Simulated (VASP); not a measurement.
# RPA total energies of SiC (Moissanite 3C), part 3 of 6

Wanted: where the RPA puts the energy minimum of SiC (Moissanite 3C). The scan starts from a database cell scaled to its smallest volume. The cell is of the zinc-blende type. The start is a cell from a database of measured crystal structures.

VASP 6.6.1, plane waves and PAW; the level of theory is named at each step.

So far. Step 8 (Comparison: HSE06, volume ratio 0.92): Its energy is -8.6822 eV an atom, on a zero of its own. Step 9 (Orbitals, volume ratio 0.96): The run ends at a pressure of 4.59 GPa.

## (10) Exact exchange, volume ratio 0.96

This step: Hartree-Fock energy on LDA orbitals; plane waves and PAW (Si_GW, C_GW) (VASP 6.6.1).

Exact exchange at this point.

The input, INCAR:

```
SYSTEM = SiC
PREC = Accurate
ENCUT = 460
ISMEAR = 0
SIGMA = 0.05
LREAL = .FALSE.
GGA = CA
NBANDS = 10
ALGO = Eigenval
NELM = 1
LHFCALC = .TRUE.
AEXX = 1
ALDAC = 0
AGGAC = 0
PRECFOCK = Normal
LWAVE = .FALSE.
LCHARG = .FALSE.
```

The input, POSCAR:

```
SiC
1.0
    0.0000000000      2.1495504440      2.1495504440
    2.1495504440      0.0000000000      2.1495504440
    2.1495504440      2.1495504440      0.0000000000
Si C
1 1
Direct
    0.0000000000      0.0000000000      0.0000000000
    0.7500000000      0.7500000000      0.7500000000
```

The input, KPOINTS:

```
Automatic mesh
0
Gamma
6 6 6
0 0 0
```

The projector-augmented-wave data sets are Si_GW and C_GW (LDA family, release 64).

The WAVECAR or CHGCAR of an earlier step is read.

On the command line:

```bash
> mpirun -np 4 vasp_std
```

The log of the run:

```text
[banner, memory and clock lines left out]
running    4 mpi-ranks, on    1 nodes
[...]
LDA part: xc-table for (Slater(with rela. corr.)+CA(PZ))
 , standard interpolation
 [... a notice as in an earlier step ...]

 found WAVECAR, reading the header
  number of bands has changed, file:    10 present:    12
  trying to continue reading WAVECAR, but it might fail
 POSCAR, INCAR and KPOINTS ok, starting setup
[...]
reading WAVECAR
 random initialization beyond band           10
 the WAVECAR file was read successfully
 initial charge from wavefunction
 entering main loop
       N       E                     dE             d eps       ncg     rms          rms(c)
EIG:   1    -0.250157E+02   -0.25016E+02    0.00000E+00     0   0.000E+00
   1 F= -.25015708E+02 E0= -.25015708E+02  d E =-.489225E-11
```

Wall time 14 s (4 MPI ranks of Intel Xeon Platinum 8375C at 2.90GHz (Ice Lake), shared host); peak memory 0.42 GiB; 48 s of CPU time.

From OUTCAR (step 10):

```text
 POSITION                                       TOTAL-FORCE (eV/Angst)
 -----------------------------------------------------------------------------------
      0.00000      0.00000      0.00000        -0.000000     -0.000000     -0.000000
      3.22433      3.22433      3.22433         0.000000      0.000000      0.000000
 -----------------------------------------------------------------------------------
    total drift:                                0.000000      0.000000      0.000000

  FREE ENERGIE OF THE ION-ELECTRON SYSTEM (eV)
  ---------------------------------------------------
  free  energy   TOTEN  =       -25.0157078017 eV

  energy  without entropy=      -25.0157078017  energy(sigma->0) =      -25.01570780

[... 2 parts as in an earlier step ...]

[... 1 further part left out ...]
[key lines of the parts left out:]
E-fermi :   8.4160
```

The Hartree-Fock energy on these orbitals is -12.5079 eV an atom.

## (11) Empty bands, volume ratio 0.96

This step: LDA; plane waves and PAW (Si_GW, C_GW) (VASP 6.6.1).

The empty bands are made again, for the run that follows.

The input, INCAR:

```
SYSTEM = SiC
PREC = Accurate
ENCUT = 460
ISMEAR = 0
SIGMA = 0.05
LREAL = .FALSE.
GGA = CA
NBANDS = 456
ALGO = Exact
NELM = 1
LWAVE = .TRUE.
LCHARG = .FALSE.
LOPTICS = .TRUE.
NEDOS = 1000
CSHIFT = 0.1
```

POSCAR is that of step 10.

KPOINTS is that of step 10.

On the command line:

```bash
> mpirun -np 4 vasp_std
```

The log of the run:

```text
[banner, memory and clock lines left out]
running    4 mpi-ranks, on    1 nodes
[...]
LDA part: xc-table for (Slater(with rela. corr.)+CA(PZ))
 , standard interpolation
 found WAVECAR, reading the header
  number of bands has changed, file:    10 present:   456
  trying to continue reading WAVECAR, but it might fail
 POSCAR, INCAR and KPOINTS ok, starting setup
[...]
reading WAVECAR
 random initialization beyond band           10
 the WAVECAR file was read successfully
 initial charge from wavefunction
 entering main loop
       N       E                     dE             d eps       ncg     rms          rms(c)
DIA:   1    -0.166304E+02   -0.16630E+02    0.00000E+00     0   0.000E+00
   1 F= -.16630407E+02 E0= -.16630407E+02  d E =-.247123E-32
 writing wavefunctions
 optical routines
 imaginary and real dielectric function
 recalculating local potential from charge density
 direction            1
 direction            2
 direction            3
```

Wall time 7.5 s (4 MPI ranks); peak memory 0.56 GiB.

OUTCAR, selected parts (step 11):

```text
  Total        0.5695579      0.5695579      0.5695579      0.0000000     -0.0000000      0.0000000
  in kB       45.9383665     45.9383665     45.9383665      0.0000000     -0.0000000      0.0000000
  external PRESSURE =      45.9383665 kB  Pullay stress =       0.0000000 kB

 POSITION                                       TOTAL-FORCE (eV/Angst)
 -----------------------------------------------------------------------------------
      0.00000      0.00000      0.00000         0.000000      0.000000      0.000000
      3.22433      3.22433      3.22433        -0.000000     -0.000000     -0.000000
 -----------------------------------------------------------------------------------
    total drift:                                0.000000      0.000000     -0.000000

  FREE ENERGIE OF THE ION-ELECTRON SYSTEM (eV)
  ---------------------------------------------------
  free  energy   TOTEN  =       -16.6304072363 eV

  energy  without entropy=      -16.6304072363  energy(sigma->0) =      -16.63040724

[... 1 part as in an earlier step ...]

[... 2 further parts left out ...]
[key lines of the parts left out:]
E-fermi :   8.6127
```

WAVECAR now holds 456 bands for 8 electrons.

## (12) RPA correlation, volume ratio 0.96

This step: RPA correlation on LDA orbitals; plane waves and PAW (Si_GW, C_GW) (VASP 6.6.1).

RPA correlation at this point.

The input, INCAR:

```
SYSTEM = SiC
PREC = Accurate
ENCUT = 460
ISMEAR = 0
SIGMA = 0.05
LREAL = .FALSE.
GGA = CA
NBANDS = 456
ALGO = ACFDT
ENCUTGW = 160
NOMEGA = 12
PRECFOCK = Fast
LWAVE = .FALSE.
LCHARG = .FALSE.
```

POSCAR is that of step 11.

KPOINTS is that of step 11.

On the command line:

```bash
> mpirun -np 4 vasp_std
```

The log of the run:

```text
[banner, memory and clock lines left out]
running    4 mpi-ranks, on    1 nodes
[...]
LDA part: xc-table for (Slater(with rela. corr.)+CA(PZ))
 , standard interpolation
 found WAVECAR, reading the header
 POSCAR, INCAR and KPOINTS ok, starting setup
[...]
reading WAVECAR
 the WAVECAR file was read successfully
 initial charge from wavefunction
 available memory per node:    145.23 GB, setting MAXMEM to    148715

 The Fermi energy was updated, please check that it is located mid-gap
 values below the HOMO (VB) or above the LUMO (CB) will cause erroneous energies
 E-fermi :   8.8354

 the WAVEDER file was read successfully
 set NWRITE>2 for more details about minimax calculation
 number of imaginary grid points requested:      12
 number of distinct grids requested:  1
 quadrature errors minimized for energies in [ 0.127E+01, 0.458E+03 ]
 bosonic grid (T=0, re) determined with error: 0.1084E-06
 bosonic grid (re): 0.1084E-06
       0.3076       1.0049       1.9783       3.5235       6.1499
[...]
NQ=  10    0.3333    0.3333    0.0000,
|.........|.........|.........|.........
 performed      46460000 updates of chi_q(r,r)
 total number of BLAS operations       3013.30 Gflops
NQ=  11    0.5000    0.3333    0.0000,
|.........|.........|.........|.........
 performed      51106000 updates of chi_q(r,r)
 total number of BLAS operations       3348.78 Gflops
NQ=  12   -0.3333    0.3333    0.0000,
|.........|.........|.........|.........
 performed      55752000 updates of chi_q(r,r)
 total number of BLAS operations       3656.61 Gflops
NQ=  13    0.5000    0.5000    0.0000,
|.........|.........|.........|.........
 performed      60398000 updates of chi_q(r,r)
 total number of BLAS operations       3971.24 Gflops
NQ=  14    0.5000    0.3333    0.1667,
|.........|.........|.........|.........
 performed      65044000 updates of chi_q(r,r)
 total number of BLAS operations       4279.07 Gflops
NQ=  15   -0.3333    0.3333    0.1667,
|.........|.........|.........|.........
 performed      69690000 updates of chi_q(r,r)
 total number of BLAS operations       4607.52 Gflops
NQ=  16   -0.3333    0.5000    0.1667,
|.........|.........|.........|.........
 performed      74336000 updates of chi_q(r,r)
 total number of BLAS operations       4922.15 Gflops
 entering main loop
```

It took 2.1 min on 4 MPI ranks; peak memory 1.3 GiB.

OUTCAR, selected parts (step 12):

```text
      cutoff energy     smooth cutoff   RPA   correlation   Hartree contr. to MP2
---------------------------------------------------------------------------------
            160.000           128.000      -11.9473878260      -19.1856408004
            152.381           121.905      -11.8592258203      -19.0857371795
            145.125           116.100      -11.7663283684      -18.9794782427
            138.214           110.571      -11.6665869485      -18.8643146219
            131.632           105.306      -11.5616919455      -18.7420647600
            125.364           100.291      -11.4508608034      -18.6115573615
            119.394            95.516      -11.3329209042      -18.4714076347
            113.709            90.967      -11.2104374603      -18.3243403119
  linear regression

[... 2 parts as in an earlier step ...]

[... 2 further parts left out ...]
[key lines of the parts left out:]
E-fermi :   8.8354
```

The correlation energy is -6.5221 eV an atom, -9 meV against the point before. With exact exchange the total is -19.0299 eV an atom.

## (13) Comparison: r2SCAN, volume ratio 0.96

This step: r2SCAN; plane waves and PAW (Si_GW, C_GW) (VASP 6.6.1).

The comparison at this point.

The input, INCAR:

```
SYSTEM = SiC
PREC = Accurate
ENCUT = 460
EDIFF = 1E-06
NELM = 100
ISMEAR = 0
SIGMA = 0.05
LREAL = .FALSE.
ALGO = Normal
METAGGA = R2SCAN
LASPH = .TRUE.
NBANDS = 10
LWAVE = .FALSE.
LCHARG = .FALSE.
KPAR = 4
```

POSCAR is that of step 12.

KPOINTS is that of step 12.

On the command line:

```bash
> mpirun -np 4 vasp_std
```

The log of the run:

```text
[banner, memory and clock lines left out]
running    4 mpi-ranks, on    1 nodes
[...]
[... a notice as in an earlier step ...]

 LDA part: xc-table for (None), standard interpolation
 POSCAR, INCAR and KPOINTS ok, starting setup
[...]
entering main loop
       N       E                     dE             d eps       ncg     rms          rms(c)
DAV:   1    -0.447336E+02   -0.44734E+02   -0.47005E+03   406   0.781E+02
DAV:   2    -0.626823E+02   -0.17949E+02   -0.16676E+02   464   0.141E+02
DAV:   3    -0.630562E+02   -0.37391E+00   -0.37317E+00   396   0.150E+01
DAV:   4    -0.630616E+02   -0.53028E-02   -0.53010E-02   430   0.214E+00
[...]
DAV:   9    -0.593378E+02   -0.51672E-04   -0.72790E-04   410   0.241E-01    0.397E-02
DAV:  10    -0.593378E+02   -0.33689E-04   -0.69225E-05   400   0.902E-02    0.447E-03
DAV:  11    -0.593378E+02   -0.14856E-06   -0.21126E-06   414   0.117E-02
   1 F= -.59337802E+02 E0= -.59337802E+02  d E =-.587430E-11
```

Run time: 6.8 s. Hardware: 4 MPI ranks; peak memory 0.5 GiB; 21 s of CPU time.

Parts of OUTCAR (step 13):

```text
  Total        1.0158602      1.0158602      1.0158602     -0.0000000     -0.0000000      0.0000000
  in kB       81.9354022     81.9354022     81.9354022     -0.0000000     -0.0000000      0.0000000
  external PRESSURE =      81.9354022 kB  Pullay stress =       0.0000000 kB

 POSITION                                       TOTAL-FORCE (eV/Angst)
 -----------------------------------------------------------------------------------
      0.00000      0.00000      0.00000         0.000000      0.000000      0.000000
      3.22433      3.22433      3.22433        -0.000000     -0.000000     -0.000000
 -----------------------------------------------------------------------------------
    total drift:                                0.000001      0.000001      0.000001

  FREE ENERGIE OF THE ION-ELECTRON SYSTEM (eV)
  ---------------------------------------------------
  free  energy   TOTEN  =       -59.3378015808 eV

  energy  without entropy=      -59.3378015808  energy(sigma->0) =      -59.33780158

[... 2 parts as in an earlier step ...]

[... 1 further part left out ...]
[key lines of the parts left out:]
E-fermi :   8.5009
```

Its energy is -29.6689 eV an atom, on a zero of its own.

## (14) Orbitals for comparison: HSE06, volume ratio 0.96

This step: LDA; plane waves and PAW (Si_GW, C_GW) (VASP 6.6.1).

Starting orbitals, as before.

The input, INCAR:

```
SYSTEM = SiC
PREC = Accurate
ENCUT = 460
EDIFF = 1E-05
NELM = 100
ISMEAR = 0
SIGMA = 0.05
LREAL = .FALSE.
ALGO = Normal
GGA = CA
NBANDS = 10
LORBIT = 11
LWAVE = .TRUE.
LCHARG = .FALSE.
KPAR = 4
```

POSCAR is that of step 13.

KPOINTS is that of step 13.

On the command line:

```bash
> mpirun -np 4 vasp_std
```

The log of the run:

```text
[... set-up lines as in an earlier step ...]
 entering main loop
       N       E                     dE             d eps       ncg     rms          rms(c)
[... 10 cycles as in an earlier step ...]
DAV:  11    -0.166304E+02    0.62924E-06   -0.46432E-06   218   0.184E-02
   1 F= -.16630407E+02 E0= -.16630407E+02  d E =-.273420E-13
 writing wavefunctions
```

It took 3 s on 4 MPI ranks; peak memory 0.46 GiB.

OUTCAR, selected parts (step 14):

```text
  Total        0.5708603      0.5708603      0.5708603     -0.0000000     -0.0000000      0.0000000
  in kB       46.0434162     46.0434162     46.0434162     -0.0000000     -0.0000000      0.0000000
  external PRESSURE =      46.0434162 kB  Pullay stress =       0.0000000 kB

  FREE ENERGIE OF THE ION-ELECTRON SYSTEM (eV)
  ---------------------------------------------------
  free  energy   TOTEN  =       -16.6304072502 eV

  energy  without entropy=      -16.6304072502  energy(sigma->0) =      -16.63040725

[... 3 parts as in an earlier step ...]

[... 1 further part left out ...]
[key lines of the parts left out:]
E-fermi :   8.4445
```

The run ends at a pressure of 4.60 GPa.

## (15) Comparison: HSE06, volume ratio 0.96

This step: HSE06; plane waves and PAW (Si_GW, C_GW) (VASP 6.6.1).

The comparison at this point.

The input, INCAR:

```
SYSTEM = SiC
PREC = Accurate
ENCUT = 460
EDIFF = 1E-06
NELM = 100
ISMEAR = 0
SIGMA = 0.05
LREAL = .FALSE.
ALGO = Normal
LHFCALC = .TRUE.
AEXX = 0.25
GGA = PE
HFSCREEN = 0.2
LASPH = .TRUE.
NBANDS = 10
PRECFOCK = Fast
LWAVE = .FALSE.
LCHARG = .FALSE.
KPAR = 4
```

POSCAR is that of step 14.

KPOINTS is that of step 14.

The WAVECAR or CHGCAR of an earlier step is read.

On the command line:

```bash
> mpirun -np 4 vasp_std
```

The log of the run:

```text
[... set-up lines as in an earlier step ...]
 entering main loop
       N       E                     dE             d eps       ncg     rms          rms(c)
DAV:   1    -0.174361E+02   -0.17436E+02   -0.66901E-01   360   0.948E+00    0.430E-01
DAV:   2    -0.174378E+02   -0.16727E-02   -0.94333E-03   428   0.901E-01    0.286E-01
DAV:   3    -0.174363E+02    0.14969E-02   -0.16692E-03   400   0.242E-01    0.171E-01
DAV:   4    -0.174359E+02    0.36469E-03   -0.40093E-04   474   0.146E-01    0.104E-01
[...]
DAV:   8    -0.174357E+02    0.45062E-05   -0.14174E-06   232   0.157E-02    0.120E-02
DAV:   9    -0.174357E+02    0.14404E-05   -0.58953E-07   192   0.844E-03    0.704E-03
DAV:  10    -0.174357E+02    0.29738E-06   -0.28605E-07   172   0.551E-03
   1 F= -.17435719E+02 E0= -.17435719E+02  d E =-.801128E-13
```

Wall time 47 s (4 MPI ranks); peak memory 0.87 GiB.

From OUTCAR (step 15):

```text
 POSITION                                       TOTAL-FORCE (eV/Angst)
 -----------------------------------------------------------------------------------
      0.00000      0.00000      0.00000         0.000000      0.000000      0.000000
      3.22433      3.22433      3.22433        -0.000000     -0.000000     -0.000000
 -----------------------------------------------------------------------------------
    total drift:                               -0.000000     -0.000000     -0.000000

  FREE ENERGIE OF THE ION-ELECTRON SYSTEM (eV)
  ---------------------------------------------------
  free  energy   TOTEN  =       -17.4357192628 eV

  energy  without entropy=      -17.4357192628  energy(sigma->0) =      -17.43571926

[... 2 parts as in an earlier step ...]

[... 1 further part left out ...]
[key lines of the parts left out:]
E-fermi :   8.0138
```

Its energy is -8.7179 eV an atom, on a zero of its own.

## (16) Orbitals, volume ratio 0.99

This step: LDA; plane waves and PAW (Si_GW, C_GW) (VASP 6.6.1).

The same chain follows at a volume ratio of 0.99.

The input, INCAR:

```
SYSTEM = SiC
PREC = Accurate
ENCUT = 460
EDIFF = 1E-08
NELM = 100
ISMEAR = 0
SIGMA = 0.05
LREAL = .FALSE.
ALGO = Normal
GGA = CA
NBANDS = 10
LORBIT = 11
LWAVE = .TRUE.
LCHARG = .FALSE.
KPAR = 4
```

The input, POSCAR:

```
SiC
1.0
    0.0000000000      2.1717123201      2.1717123201
    2.1717123201      0.0000000000      2.1717123201
    2.1717123201      2.1717123201      0.0000000000
Si C
1 1
Direct
    0.0000000000      0.0000000000      0.0000000000
    0.7500000000      0.7500000000      0.7500000000
```

KPOINTS is that of step 15.

On the command line:

```bash
> mpirun -np 4 vasp_std
```

The log of the run:

```text
[... set-up lines as in an earlier step ...]
 entering main loop
       N       E                     dE             d eps       ncg     rms          rms(c)
DAV:   1     0.114060E+01    0.11406E+01   -0.47056E+03   394   0.803E+02
DAV:   2    -0.181654E+02   -0.19306E+02   -0.17495E+02   486   0.135E+02
DAV:   3    -0.187302E+02   -0.56477E+00   -0.56306E+00   398   0.160E+01
DAV:   4    -0.187377E+02   -0.75039E-02   -0.75021E-02   444   0.235E+00
[...]
DAV:  11    -0.166382E+02    0.57803E-06   -0.55119E-06   442   0.188E-02    0.183E-03
DAV:  12    -0.166382E+02    0.76274E-07   -0.42472E-07   420   0.437E-03    0.261E-04
DAV:  13    -0.166382E+02   -0.67910E-08   -0.53602E-09   254   0.965E-04
   1 F= -.16638213E+02 E0= -.16638213E+02  d E =-.548193E-13
 writing wavefunctions
```

The job ended after 3.6 s (4 MPI ranks; peak memory 0.45 GiB; 5.6 s of CPU time).

Parts of OUTCAR (step 16):

```text
  Total       -0.3324894     -0.3324894     -0.3324894      0.0000000      0.0000000      0.0000000
  in kB      -26.0046761    -26.0046761    -26.0046761      0.0000000      0.0000000      0.0000000
  external PRESSURE =     -26.0046761 kB  Pullay stress =       0.0000000 kB

 POSITION                                       TOTAL-FORCE (eV/Angst)
 -----------------------------------------------------------------------------------
      0.00000      0.00000      0.00000        -0.000000     -0.000000     -0.000000
      3.25757      3.25757      3.25757         0.000000      0.000000      0.000000
 -----------------------------------------------------------------------------------
    total drift:                                0.000000      0.000000     -0.000000

  FREE ENERGIE OF THE ION-ELECTRON SYSTEM (eV)
  ---------------------------------------------------
  free  energy   TOTEN  =       -16.6382131014 eV

  energy  without entropy=      -16.6382131014  energy(sigma->0) =      -16.63821310

[... 1 part as in an earlier step ...]

[... 2 further parts left out ...]
[key lines of the parts left out:]
E-fermi :   8.0952
```

The run ends at a pressure of -2.60 GPa.

## (17) Exact exchange, volume ratio 0.99

This step: Hartree-Fock energy on LDA orbitals; plane waves and PAW (Si_GW, C_GW) (VASP 6.6.1).

Exact exchange at this point.

The input, INCAR:

```
SYSTEM = SiC
PREC = Accurate
ENCUT = 460
ISMEAR = 0
SIGMA = 0.05
LREAL = .FALSE.
GGA = CA
NBANDS = 10
ALGO = Eigenval
NELM = 1
LHFCALC = .TRUE.
AEXX = 1
ALDAC = 0
AGGAC = 0
PRECFOCK = Normal
LWAVE = .FALSE.
LCHARG = .FALSE.
```

POSCAR is that of step 16.

KPOINTS is that of step 16.

The run starts from files that an earlier step left in the folder.

On the command line:

```bash
> mpirun -np 4 vasp_std
```

The log of the run:

```text
[... set-up lines as in an earlier step ...]
 entering main loop
       N       E                     dE             d eps       ncg     rms          rms(c)
EIG:   1    -0.250366E+02   -0.25037E+02    0.00000E+00     0   0.000E+00
   1 F= -.25036554E+02 E0= -.25036554E+02  d E =-.109188E-33
```

Elapsed: 21 s, on 4 MPI ranks; peak memory 0.42 GiB.

Parts of OUTCAR (step 17):

```text
 POSITION                                       TOTAL-FORCE (eV/Angst)
 -----------------------------------------------------------------------------------
      0.00000      0.00000      0.00000         0.000000      0.000000      0.000000
      3.25757      3.25757      3.25757        -0.000000     -0.000000     -0.000000
 -----------------------------------------------------------------------------------
    total drift:                               -0.000000      0.000000     -0.000000

  FREE ENERGIE OF THE ION-ELECTRON SYSTEM (eV)
  ---------------------------------------------------
  free  energy   TOTEN  =       -25.0365537447 eV

  energy  without entropy=      -25.0365537447  energy(sigma->0) =      -25.03655374

[... 2 parts as in an earlier step ...]

[... 1 further part left out ...]
[key lines of the parts left out:]
E-fermi :   8.2764
```

The Hartree-Fock energy on these orbitals is -12.5183 eV an atom.

(Continued in part 4 of 6.)

[Long decimals in the printed logs are rounded to 6 places.]

[Lines on the potential files, build, host, timing and source positions are cut from VASP's logs without a mark.]

[Logs are printed without paths, hosts, clocks, repeated set-up lines and the standing remarks that a program may print on its own settings, such as how far it seeks lower states.]

[Hosts, paths, dates, database ids (printed as entryN), source tags and the programs' standing remarks are cut or masked in the printed files.]

[Measured values are set beside computed ones only where the two were judged alike; some that the calculation misses by far are left out.]

[Pressures printed for these runs are not shown converged in the cutoff: they can be off by several GPa and have the wrong sign.]
